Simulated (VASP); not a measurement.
OSZICAR of a VASP run on ZrC (rock salt):

File OSZICAR:
```
       N       E                     dE             d eps       ncg     rms          rms(c)
DAV:   1     0.105109168479E+03    0.10511E+03   -0.10039E+04  1728   0.155E+03
DAV:   2    -0.367886800573E+02   -0.14190E+03   -0.13383E+03  2012   0.368E+02
DAV:   3    -0.439976307816E+02   -0.72090E+01   -0.70618E+01  2668   0.721E+01
DAV:   4    -0.442437828841E+02   -0.24615E+00   -0.24588E+00  2196   0.128E+01
DAV:   5    -0.442521807249E+02   -0.83978E-02   -0.83966E-02  2584   0.171E+00    0.249E+01
DAV:   6    -0.338898256121E+02    0.10362E+02   -0.12065E+01  2012   0.333E+01    0.753E+00
DAV:   7    -0.346657688570E+02   -0.77594E+00   -0.50709E-01  1940   0.866E+00    0.489E+00
DAV:   8    -0.342993861408E+02    0.36638E+00   -0.55582E-01  1972   0.898E+00    0.132E+00
DAV:   9    -0.346445569843E+02   -0.34517E+00   -0.36776E-01  1924   0.639E+00    0.544E-01
DAV:  10    -0.346563122317E+02   -0.11755E-01   -0.96189E-03  1976   0.102E+00    0.481E-01
DAV:  11    -0.346538811448E+02    0.24311E-02   -0.33896E-02  2024   0.135E+00    0.292E-01
DAV:  12    -0.346543047303E+02   -0.42359E-03   -0.53019E-03  1936   0.709E-01    0.891E-02
DAV:  13    -0.346566287178E+02   -0.23240E-02   -0.14067E-03  1968   0.329E-01    0.337E-02
DAV:  14    -0.346569878692E+02   -0.35915E-03   -0.85785E-04  1996   0.250E-01    0.254E-02
DAV:  15    -0.346569963491E+02   -0.84799E-05   -0.15319E-05  2536   0.328E-02    0.254E-02
DAV:  16    -0.346569862045E+02    0.10145E-04   -0.83604E-05  1960   0.762E-02    0.329E-02
DAV:  17    -0.346569891653E+02   -0.29607E-05   -0.28580E-06  1824   0.173E-02    0.355E-02
DAV:  18    -0.346569797971E+02    0.93681E-05   -0.13553E-05  2368   0.444E-02    0.400E-02
DAV:  19    -0.346570036507E+02   -0.23854E-04   -0.97138E-05  2004   0.837E-02    0.409E-02
DAV:  20    -0.346570016596E+02    0.19911E-05   -0.48070E-06  2208   0.287E-02    0.184E-02
DAV:  21    -0.346570049643E+02   -0.33047E-05   -0.12715E-06  2548   0.132E-02    0.557E-03
DAV:  22    -0.346570009065E+02    0.40578E-05   -0.25640E-07  1804   0.755E-03    0.146E-03
DAV:  23    -0.346570034961E+02   -0.25896E-05   -0.87748E-08   900   0.374E-03    0.181E-03
DAV:  24    -0.346570028594E+02    0.63666E-06   -0.33877E-08   892   0.183E-03    0.124E-03
DAV:  25    -0.346570029392E+02   -0.79740E-07   -0.15304E-08   880   0.125E-03
   1 F= -.32344895E+02 E0= -.32344867E+02  d E =-.323449E+02
```

Question: Which electronic solver shows in the log?

Answer: It is blocked Davidson (ALGO = Normal, or the opening steps of other solvers). The INCAR had ALGO = Normal.

Question: Can the final energy be trusted as converged?

Answer: The calculation finished and met its thresholds. It stopped with EDIFF = 1E-7, NELM = 100, NSW = 40 and EDIFFG = -0.01 after 1 ionic step (r2SCAN meta-GGA, plane waves, VASP's PBE PAW potentials (set 64)).

The compound is ZrC in the rock salt structure. It was relaxed first under an external pressure of 15 GPa.
